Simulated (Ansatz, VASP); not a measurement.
# Cross-check of SnTe between VASP and Ansatz, part 2 of 2

Wanted: the spread between two codes on one cell, functional and k mesh. The cell is taken from a series of runs on this material, whose earlier steps may have relaxed, scaled, displaced or heated it; both programs get it as it stands.

VASP 6.6.1 and Ansatz 0.2.0.

So far: The starting structure; VASP: zone-centre phonons, PBEsol, pair 1; Ansatz: zone-centre phonons, PBEsol, pair 1; Side by side.

## 5. Ansatz: zone-centre phonons, PBEsol, pair 2

Level of this step: Ansatz beside VASP: Kohn-Sham DFT, plane waves, PBEsol (Ansatz).

Second derivatives magnify differences that forces hide, and they need a tight electronic threshold. The cell compared in this pair holds 61.54 Å³, against 60.92 Å³ for the pair before.

The cell is taken from a series of runs on this material, whose earlier steps may have relaxed, scaled, displaced or heated it; both programs get it as it stands.

Contents of input.yaml:

```yaml
crystal:
  lattice:
    - [0.0, 3.133615483, 3.133615483]
    - [3.133615483, 0.0, 3.133615483]
    - [3.133615483, 3.133615483, 0.0]
  atoms:
    - { symbol: Sn, position: [0.0, 0.0, 0.0] }
    - { symbol: Te, position: [0.5, 0.5, 0.5] }
kpoints:
  mp_grid: { grid: [12, 12, 12] }
hamiltonian:
  xc: pbesol
  pseudopotentials: { kind: paw, azcp: { folder: soft_1 }, xc_functional: pbe }
scf:
  occupations: { method: gaussian, width: 0.01 }
output:
  eigenvalues: true
phonons:
  method: dfpt
```

The run is started by

```
$ ansatz run input.yaml --threads 4 --pin off --max-ram 10240MiB --backend cpu --events-out ev --progress --plain --runs-dir out
```

Numbers of over 12 decimals in the logs are rounded to 6 here.

The program printed:

```text
[...]
Crystal: 2 atoms, lattice volume = 61.541 Å³
Basis set: ecut = 420 eV, 1243 PW (Γ), exchange–correlation on 60×60×60 points (8 copies of the dense FFT grid, shifted against one another)
Bands: 19, of which v1, the nominal top of the filled ones, is band 15 counted from 1 (14 counted from 0)
Symmetry: 48 space group operations
k-points: 163 of 1728 (irreducible under 8 space group operations, time reversal used)
[...]
k-point 1: bands = [... 11 lower, 4.7760, 7.6346, 7.6346, 7.8982, 12.8190, 12.8190, 12.8317, 14.4415]
  k-point 2: bands = [... 11 lower, 3.9759, 7.6672, 7.6672, 8.4042, 12.1001, 12.1001, 12.1393, 14.4738]
  k-point 162: bands = [... 11 lower, 2.3599, 4.8551, 4.8551, 8.9883, 10.6280, 14.3841, 14.3841, 15.9209]
[...]
ASR residual: 1.691e-4 → 0.000e0 eV/Å²; symmetrization residual: 1.549e-6 eV/Å²
  ASR residual per site (eV/Å²): 2.66e-5 1.69e-4
  Γ frequencies (cm⁻¹): 0.00 0.00 0.00 35.62 35.62 35.62
[...]
[key lines of the parts left out:]
SCF converged after 8 iterations
Free energy (F): -12852.006780 eV
Fermi energy:    9.836411 eV
```

## 6. VASP: zone-centre phonons, PBEsol, pair 2

The same cell, functional, mesh and smearing now go to VASP, with its own data sets.

Contents of INCAR:

```
SYSTEM = SnTe
PREC = Accurate
ENCUT = 500
EDIFF = 1E-08
NELM = 120
ISMEAR = 0
SIGMA = 0.01
LREAL = .FALSE.
ALGO = Normal
GGA = PS
NBANDS = 16
LORBIT = 11
LWAVE = .FALSE.
LCHARG = .FALSE.
ISIF = 2
IBRION = 8
LASPH = .TRUE.
GGA_COMPAT = .FALSE.
EFERMI = MIDGAP
KPAR = 2
```

Contents of POSCAR:

```
SnTe
1.0
    0.0000000000      3.1336154830      3.1336154830
    3.1336154830      0.0000000000      3.1336154830
    3.1336154830      3.1336154830      0.0000000000
Sn Te
1 1
Direct
    0.0000000000      0.0000000000      0.0000000000
    0.5000000000      0.5000000000      0.5000000000
```

Contents of KPOINTS:

```
Automatic mesh
0
Gamma
12 12 12
0 0 0
```

Potentials, in the order of the species: Sn_d and Te (PBE family, release 64).

The run is started by

```
$ mpirun -np 2 vasp_std
```

The program printed:

```text
[banner, memory and clock lines left out]
running    2 mpi-ranks, on    1 nodes
[...]
[... a notice as in an earlier step ...]

 LDA part: xc-table for (Slater+PW92), standard interpolation
 POSCAR, INCAR and KPOINTS ok, starting setup
[...]
entering main loop
       N       E                     dE             d eps       ncg     rms          rms(c)
DAV:   1     0.120875073167E+03    0.12088E+03   -0.94807E+03  2328   0.139E+03
DAV:   2     0.150348887089E+01   -0.11937E+03   -0.11682E+03  2552   0.349E+02
DAV:   3    -0.812744492485E+01   -0.96309E+01   -0.95741E+01  2912   0.866E+01
DAV:   4    -0.837881960268E+01   -0.25137E+00   -0.25133E+00  2768   0.153E+01
[...]
DAV:  16    -0.833801662599E+01   -0.11686E-07   -0.13387E-09  1472   0.248E-04    0.662E-04
DAV:  17    -0.833801663876E+01   -0.12776E-07   -0.24410E-10  1528   0.129E-04    0.170E-04
DAV:  18    -0.833801664130E+01   -0.25411E-08   -0.61013E-11  1408   0.660E-05
   1 F= -.83380166E+01 E0= -.83380166E+01  d E =-.479117E-44
[...]
RMM:  14    -0.220020829075E+00    0.31810E-07    0.46541E-08 10626   0.236E-05    0.998E-06
RMM:  15    -0.220020785244E+00    0.43831E-07    0.19163E-08  9850   0.160E-05    0.170E-06
RMM:  16    -0.220020784290E+00    0.95353E-09    0.11193E-08  7697   0.111E-05    0.608E-07
 first order change of Fermi-energy   0.12415E-03
 force on displaced ion       1 direction 1 :  -0.344   0.000   0.000
 Linear response progress:
  Degree of freedom:   2/  2
       N       E                     dE             d eps       ncg     rms          rms(c)
RMM:   1    -0.467861379004E-01   -0.46786E-01    0.67163E-02 11086   0.872E-01
RMM:   2    -0.473083311640E-01   -0.52219E-03   -0.19826E-03  9794   0.218E-01    0.642E-02
RMM:   3    -0.474860532226E-01   -0.17772E-03   -0.16002E-04  9909   0.622E-02    0.476E-02
RMM:   4    -0.477512461872E-01   -0.26519E-03   -0.24054E-05  9813   0.314E-02    0.587E-03
[...]
RMM:  10    -0.477576288317E-01   -0.68667E-07    0.20897E-07 10800   0.177E-05    0.375E-06
RMM:  11    -0.477576100779E-01    0.18754E-07    0.55608E-08  9909   0.865E-06    0.651E-07
RMM:  12    -0.477576112934E-01   -0.12156E-08   -0.12962E-08  7534   0.455E-06    0.268E-07
 first order change of Fermi-energy   0.67160E-04
 force on displaced ion       2 direction 1 :  -0.323   0.000   0.000
 Linear response finished
```

From OUTCAR (step 6):

```text
  Total        0.1935680      0.1935680      0.1935680      0.0000000      0.0000000     -0.0000000
  in kB        5.0393781      5.0393781      5.0393781      0.0000000      0.0000000     -0.0000000
  external PRESSURE =       5.0393781 kB  Pullay stress =       0.0000000 kB

 POSITION                                       TOTAL-FORCE (eV/Angst)
 -----------------------------------------------------------------------------------
      0.00000      0.00000      0.00000        -0.000000      0.000000      0.000000
      3.13362      3.13362      3.13362         0.000000     -0.000000     -0.000000
 -----------------------------------------------------------------------------------
    total drift:                                0.000000     -0.000000     -0.000000

[... 1 part as in an earlier step ...]

[... 1 further part left out ...]
```

## 7. Differences

What differs besides the data sets and the points named for the pairs above, as far as they apply: the data sets hold 30 valence electrons in Ansatz (on its PAW soft_1 files) and 20 in VASP. Total energies have different zeros and are not compared.

Both answers:

| quantity | Ansatz | VASP | difference |
| --- | --- | --- | --- |
| optical mode 1 to 3 (cm⁻¹) | 35.6 | 38.4 | -2.8 |

Modes are paired by rising frequency, not by their patterns, so a pair may set unlike modes beside each other; they are those without the splitting of longitudinal modes.

## 8. What came out

```json
{
  "r.m.s. difference of the optical zone-centre modes, each program's sorted by frequency (zone-centre phonons, PBEsol, pair 1)": "2.4 cm⁻¹",
  "r.m.s. difference of the optical zone-centre modes, each program's sorted by frequency (zone-centre phonons, PBEsol, pair 2)": "2.8 cm⁻¹"
}
```

The r.m.s. difference of the optical zone-centre modes, each program's sorted by frequency is 2.4 cm⁻¹ (zone-centre phonons, PBEsol, pair 1). The data sets hold unlike numbers of valence electrons (30 in Ansatz and 20 in VASP), so part of the differences comes from the potentials. Such differences can come from data sets, numerical settings and the points named under the comparisons, not from the functional's error against experiment.

[Lines on the potential files, build, host, timing and source positions are cut from VASP's logs without a mark.]

[Logs are printed without paths, hosts, clocks, repeated set-up lines and the standing remarks that a program may print on its own settings, such as how far it seeks lower states.]

[Hosts, paths, dates, database ids (printed as entryN), source tags and the programs' standing remarks are cut or masked in the printed files.]
